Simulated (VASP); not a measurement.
# H2AuO2 (P-3m1) in VASP: single point with r2SCAN

Aim: the single point of H2AuO2 with r2SCAN.

All numbers are computed with VASP 6.6.1; they aren't measurements. Logs are shortened: lines on timing, memory, paths and dates and some standing lists are left out, and cuts for length are marked.

### Step 1. The crystal as given

Symmetry: P-3m1, No. 164, trigonal system. Conventional cell: a = 3.217 Å, b = 3.217 Å, c = 4.879 Å, α = 90.00°, β = 90.00°, γ = 120.00°. Around Au (site symmetry -3m) lie 6 O at 2.28 Å. O (site symmetry 3m) has 1 H at 0.97 Å as nearest neighbours. Around H (site symmetry 3m) lie 1 O at 0.97 Å.

The cell was built by a generator and needn't be a form met in nature.

### Step 2. Single point, r2SCAN

Contents of POSCAR:

```
H2AuO2
1.0
    1.6083625863      2.7857657165      0.0000000000
   -1.6083625863      2.7857657165      0.0000000000
    0.0000000000      0.0000000000      4.8793500000
Au O H
1 2 2
Direct
    0.0000000000      0.0000000000      0.0000000000
    0.3333333333      0.3333333333      0.2723715625
    0.6666666667      0.6666666667      0.7276284375
    0.3333333333      0.3333333333      0.4721027151
    0.6666666667      0.6666666667      0.5278972849
```

Contents of INCAR.step1:

```
ALGO     = Normal         # electronic algorithm
EDIFF    = 1E-4           # SCF threshold, eV
ENCUT    = 520            # plane-wave cutoff, eV
GGA      = PE             # functional
ISMEAR   = -1             # smearing method
LASPH    = True           # aspherical terms in the spheres
LCHARG   = False          # write CHGCAR
LREAL    = False          # projectors in reciprocal space
LWAVE    = True           # write WAVECAR
NBANDS   = 20             # bands
NELM     = 60             # most SCF steps
PREC     = Accurate       # precision mode
SIGMA    = 0.0465         # smearing width, eV
```

Contents of INCAR.step2:

```
ALGO     = Normal         # electronic algorithm
EDIFF    = 1E-6           # SCF threshold, eV
ENCUT    = 520            # plane-wave cutoff, eV
ISIF     = 2              # what is computed and relaxed
ISMEAR   = -1             # smearing method
ISTART   = 1            
LASPH    = True           # aspherical terms in the spheres
LCHARG   = False          # write CHGCAR
LMIXTAU  = True         
LREAL    = False          # projectors in reciprocal space
LWAVE    = False          # write WAVECAR
METAGGA  = R2SCAN         # meta-GGA
NBANDS   = 20             # bands
NELM     = 60             # most SCF steps
PREC     = Accurate       # precision mode
SIGMA    = 0.0465         # smearing width, eV
```

Contents of KPOINTS:

```
k-points
0
Gamma
  8 8 5
```

Potentials or basis: VASP PAW PBE potentials, release 64 (Au, O, H).

Run with:

```
$ cat potpaw_PBE.64/Au/POTCAR potpaw_PBE.64/O/POTCAR potpaw_PBE.64/H/POTCAR > POTCAR
$ cp INCAR.step1 INCAR
$ mpirun -np 1 vasp_std > vasp.out
$ cp INCAR.step2 INCAR
$ mpirun -np 1 vasp_std > vasp.out
```

OUTCAR:

```text
EDIFF = 1E-6
   ENCUT = 520
   ISIF = 2
   ISMEAR = -1
   ISTART = 1
   LASPH = True
   LREAL = False
   METAGGA = R2SCAN
   NELM = 60
   PREC = Accurate

 ion  position               nearest neighbor table
   1  0.000  0.000  0.000-   2 2.28   3 2.28   3 2.28   3 2.28   2 2.28   2 2.28
   2  0.333  0.333  0.272-   4 0.97   1 2.28   1 2.28   1 2.28
   3  0.667  0.667  0.728-   5 0.97   1 2.28   1 2.28   1 2.28
   4  0.333  0.333  0.472-   2 0.97
   5  0.667  0.667  0.528-   3 0.97

  LATTYP: Found a hexagonal cell.
 ALAT       =     3.2167251726
 C/A-ratio  =     1.5168687837

  Lattice vectors:

 A1 = (   1.6083625863,  -2.7857657165,   0.0000000000)
 A2 = (   1.6083625863,   2.7857657165,   0.0000000000)
 A3 = (   0.0000000000,   0.0000000000,   4.8793500000)

Analysis of symmetry for initial positions (statically):
=====================================================================
 Subroutine PRICEL returns:
 Original cell was already a primitive cell.

 Routine SETGRP: Setting up the symmetry group for a
 hexagonal supercell.

 Subroutine GETGRP returns: Found 12 space group operations
 (whereof 12 operations were pure point group operations)
 out of a pool of 24 trial point group operations.

The static configuration has the point symmetry D_3d.

Analysis of symmetry for dynamics (positions and initial velocities):
=====================================================================
 Subroutine PRICEL returns:
 Original cell was already a primitive cell.

 Routine SETGRP: Setting up the symmetry group for a
 hexagonal supercell.

 Subroutine GETGRP returns: Found 12 space group operations
 (whereof 12 operations were pure point group operations)
 out of a pool of 24 trial point group operations.

The dynamic configuration has the point symmetry D_3d.

 Subroutine INISYM returns: Found 12 space group operations
 (whereof 12 operations are pure point group operations),
 and found     1 'primitive' translations

----------------------------------------------------------------------------------------

                                     Primitive cell

  volume of cell :      43.7241

  direct lattice vectors                    reciprocal lattice vectors
     1.608362586  2.785765716  0.000000000     0.310875175  0.179483866  0.000000000
    -1.608362586  2.785765716  0.000000000    -0.310875175  0.179483866  0.000000000
     0.000000000  0.000000000  4.879350000     0.000000000  0.000000000  0.204945331

  length of vectors
     3.216725173  3.216725173  4.879350000     0.358967732  0.358967732  0.204945331

  position of ions in fractional coordinates (direct lattice)
     0.000000000  0.000000000  0.000000000
     0.333333333  0.333333333  0.272371562
     0.666666667  0.666666667  0.727628438
     0.333333333  0.333333333  0.472102715
     0.666666667  0.666666667  0.527897285

  ion indices of the primitive-cell ions
   primitive index   ion index
                 1           1
                 2           2
                 3           3
                 4           4
                 5           5

----------------------------------------------------------------------------------------

 KPOINTS: k-points

Automatic generation of k-mesh.
 Grid dimensions read from file:
 generate k-points for:    8    8    5

 Generating k-lattice:

  Cartesian coordinates                     Fractional coordinates (reciprocal lattice)
     0.038859397  0.022435483  0.000000000     0.125000000 -0.000000000  0.000000000
    -0.038859397  0.022435483  0.000000000    -0.000000000  0.125000000  0.000000000
     0.000000000  0.000000000  0.040989066     0.000000000  0.000000000  0.200000000

  Length of vectors
     0.044870966  0.044870966  0.040989066

  Shift w.r.t. Gamma in fractional coordinates (k-lattice)
     0.000000000  0.000000000  0.000000000

 Subroutine IBZKPT returns following result:
 ===========================================

 Found     40 irreducible k-points:

 Following reciprocal coordinates:
            Coordinates               Weight
  0.000000  0.000000  0.000000      1.000000
  0.125000  0.000000  0.000000      6.000000
  0.250000  0.000000  0.000000      6.000000
  0.375000  0.000000  0.000000      6.000000
  0.500000  0.000000  0.000000      3.000000
  0.250000  0.125000  0.000000      6.000000
[... 16 lines left out ...]
  0.375000  0.500000  0.200000     12.000000
  0.500000  0.250000  0.200000     12.000000
 [... further k-points ...]
   k-points           NKPTS =     40   k-points in BZ     NKDIM =     40   number of bands    NBANDS=     20
   number of dos      NEDOS =    301   number of ions     NIONS =      5
   total plane-waves  NPLWV =  20736
   dimension x,y,z NGX =    24 NGY =   24 NGZ =   36
   dimension x,y,z NGXF=    48 NGYF=   48 NGZF=   72
   ions per type =               1   2   2
   NGX,Y,Z   is equivalent  to a cutoff of  12.40, 12.40, 12.27 a.u.
   NGXF,Y,Z  is equivalent  to a cutoff of  24.81, 24.81, 24.53 a.u.
 SYSTEM =  unknown system
   PREC   = accura    normal or accurate (medium, high low for compatibility)
   ISTART =      1    job   : 0-new  1-cont  2-samecut
   ICHARG =      0    charge: 1-file 2-atom 10-const
   ISPIN  =      1    spin polarized calculation?
   LNONCOLLINEAR =      F non collinear calculations
   LSORBIT =      F    spin-orbit coupling
   LASPH  =      T    aspherical Exc in radial PAW
   ENCUT  =  520.0 eV  38.22 Ry    6.18 a.u.   5.98  5.98  9.07*2*pi/ulx,y,z
   NELM   =     60;   NELMIN=  2; NELMDL=  0     # of ELM steps
   EDIFF  = 0.1E-05   stopping-criterion for ELM
   LREAL  =      F    real-space projection
[... 7 lines left out ...]
   TEBEG  =    0.0;   TEEND  =   0.0 temperature during run
   PSTRESS=    0.0 pullay stress
   NELECT =      25.0000    total number of electrons
   NUPDOWN=      -1.0000    fix difference up-down
   EMIN   =  10.00;   EMAX   =-10.00  energy-range for DOS
   EFERMI =   0.00;   METHOD = LEGACY
   ISMEAR =    -1;   SIGMA  =   0.05  broadening in eV -4-tet -1-fermi 0-gaus
   EFERMI_NEDOS =   21; number of points for ismear=-14 and -15
   IALGO  =     38    algorithm
   IMIX   =      4    mixing-type and parameters
     AMIX     =   0.40;   BMIX     =  1.00
     AMIX_MAG =   1.60;   BMIX_MAG =  1.00
  volume/ion in A,a.u.               =       8.74        59.01
  Fermi-wavevector in a.u.,A,eV,Ry     =   1.358776  2.567715 25.120073  1.846273
  Thomas-Fermi vector in A             =   2.485581
   LORBIT       =      0    0 simple, 1 ext, 2 COOP (PROOUT), +10 PAW based schemes
   METAGGA = R2SCAN    functional components
   LHFCALC =     F    Hartree Fock is set to
   AEXX    =    0.0000 exact exchange contribution
   IVDW    =     0    specifies the selected vdW correction
   LEPSILON=     F    determine dielectric tensor
   LRPA    =     F    only Hartree local field effects (RPA)
 non-spin polarized calculation
  energy-cutoff  :      520.00
  volume of cell :       43.72
 maximum number of plane-waves:      1191
   NGX = 11   NGY = 11   NGZ = 19

 number of electron      25.0000000 magnetization

 Free energy of the ion-electron system (eV)
  ---------------------------------------------------
  ext. energy  EPLUGINS =         0.00000000
  ---------------------------------------------------
  free energy    TOTEN  =       -70.32027050 eV

  energy without entropy =      -70.28120247  energy(sigma->0) =      -70.30073648

 E-fermi :   4.1740     XC(G=0): -11.5890

 val. band max:        4.1645196605   @ k =   0.3750   0.1250   0.0000
 cond. band min:       4.1824389484   @ k =   0.5000   0.0000   0.4000
 fundamental gap:      0.0179192879
 Fermi energy:         4.1740331529

 k-point     1 :       0.0000    0.0000    0.0000
  band No.  band energies     occupation
      1     -17.6556      2.00000
      2     -16.2669      2.00000
      3      -5.6141      2.00000
      4      -2.2226      2.00000
      5      -1.3108      2.00000
      6      -1.3108      2.00000
[... 12 lines left out ...]
     19      19.5009      0.00000
     20      20.4478      0.00000

 k-point     2 :       0.1250    0.0000    0.0000
  band No.  band energies     occupation
      1     -17.5639      2.00000
      2     -16.2874      2.00000
      3      -5.4092      2.00000
      4      -2.5410      2.00000
      5      -1.2105      2.00000
      6      -1.1634      2.00000
[... 12 lines left out ...]
     19      19.7537      0.00000
     20      21.2908      0.00000

 k-point     3 :       0.2500    0.0000    0.0000
  band No.  band energies     occupation
      1     -17.3222      2.00000
      2     -16.3504      2.00000
      3      -4.8874      2.00000
      4      -3.1131      2.00000
      5      -1.2849      2.00000
      6      -1.0206      2.00000
[... 12 lines left out ...]
     19      19.0201      0.00000
     20      20.0441      0.00000

 k-point     4 :       0.3750    0.0000    0.0000
  band No.  band energies     occupation
      1     -17.0228      2.00000
      2     -16.4606      2.00000
      3      -4.3281      2.00000
      4      -3.5940      2.00000
      5      -2.1616      2.00000
      6      -0.9711      2.00000
[... 12 lines left out ...]
     19      17.2888      0.00000
     20      18.9531      0.00000

 k-point     5 :       0.5000    0.0000    0.0000
  band No.  band energies     occupation
      1     -16.8374      2.00000
      2     -16.5645      2.00000
      3      -4.1380      2.00000
      4      -3.7007      2.00000
      5      -2.5547      2.00000
      6      -0.9984      2.00000
[... 12 lines left out ...]
     19      16.8618      0.00000
     20      18.3904      0.00000
[... 353 lines left out ...]
      6      -0.9491      2.00000
[... 12 lines left out ...]
     19      18.0393      0.00000
     20      18.7784      0.00000

 k-point    22 :       0.5000    0.1250    0.2000
  band No.  band energies     occupation
      1     -16.8559      2.00000
      2     -16.5434      2.00000
      3      -4.1254      2.00000
      4      -3.8706      2.00000
      5      -2.0976      2.00000
      6      -1.2641      2.00000
[... 12 lines left out ...]
     19      17.3112      0.00000
     20      18.0071      0.00000

 k-point    23 :       0.3750    0.5000    0.2000
  band No.  band energies     occupation
      1     -16.8990      2.00000
      2     -16.4941      2.00000
      3      -4.3981      2.00000
      4      -3.7769      2.00000
      5      -1.9733      2.00000
      6      -1.1725      2.00000
[... 12 lines left out ...]
     19      17.5397      0.00000
     20      18.4286      0.00000

 k-point    24 :       0.5000    0.2500    0.2000
  band No.  band energies     occupation
      1     -16.8872      2.00000
      2     -16.5086      2.00000
      3      -4.2085      2.00000
      4      -3.8823      2.00000
      5      -1.7692      2.00000
      6      -1.2309      2.00000
[... 12 lines left out ...]
     19      16.4432      0.00000
     20      17.9849      0.00000

 [... further k-points ...]

------------------------ aborting loop because EDIFF is reached ----------------------------------------

  FORCE on cell =-STRESS in cart. coord.  units (eV):
  Direction    XX          YY          ZZ          XY          YZ          ZX
  --------------------------------------------------------------------------------------
  -------------------------------------------------------------------------------------
  Total        4.3374879      4.3374879      1.1110005     -0.0000000      0.0000000      0.0000000
  in kB      158.9382175    158.9382175     40.7102997     -0.0000000      0.0000000      0.0000000
  external PRESSURE =     119.5289116 kB  Pullay stress =       0.0000000 kB

 VOLUME and BASIS-vectors are now :
 -----------------------------------------------------------------------------
  energy-cutoff  :      520.00
  volume of cell :       43.72
      direct lattice vectors                 reciprocal lattice vectors
     1.608362586  2.785765716  0.000000000     0.310875175  0.179483866  0.000000000
    -1.608362586  2.785765716  0.000000000    -0.310875175  0.179483866  0.000000000
     0.000000000  0.000000000  4.879350000     0.000000000  0.000000000  0.204945331

 POSITION                                       TOTAL-FORCE (eV/Angst)
 -----------------------------------------------------------------------------------
      0.00000      0.00000      0.00000        -0.000000      0.000000      0.000000
      0.00000      1.85718      1.32900         0.000000      0.000000     -0.123120
      0.00000      3.71435      3.55035         0.000000      0.000000      0.123120
      0.00000      1.85718      2.30355        -0.000000      0.000000      0.162387
      0.00000      3.71435      2.57580        -0.000000     -0.000000     -0.162387
 -----------------------------------------------------------------------------------
    total drift:                                0.000000     -0.000000      0.000000

  FREE ENERGIE OF THE ION-ELECTRON SYSTEM (eV)
  ---------------------------------------------------
  free  energy   TOTEN  =       -70.3202704960 eV

  energy  without entropy=      -70.2812024676  energy(sigma->0) =      -70.30073648
```

Run time: 59 s. Hardware: 1 thread of AMD EPYC 9R45 (Zen 5), shared host; peak memory 0.15 GiB.

Results:

```yaml
Free_energy: -70.3203 eV
Pressure: 12.0 GPa
Largest_force: 0.162 eV/Å
Band_gap_on_the_k_mesh: none (metal or under the smearing width)
```

Forces in eV/Å, atoms in the order of the input:
```
Au   0.000  0.000  0.000
O    0.000  0.000 -0.123
O    0.000  0.000  0.123
H    0.000  0.000  0.162
H    0.000  0.000 -0.162
```

Stress tensor (GPa, compression positive):
```
15.89  0.00  0.00
 0.00 15.89  0.00
 0.00  0.00  4.07
```

Caveat: the PAW data sets were made with another functional, which shifts forces and pressure a little; an odd number of electrons without spin polarisation forces a metal; a magnetic or distorted state may lie lower. Spin-orbit coupling is left out, which matters for the levels of Au.
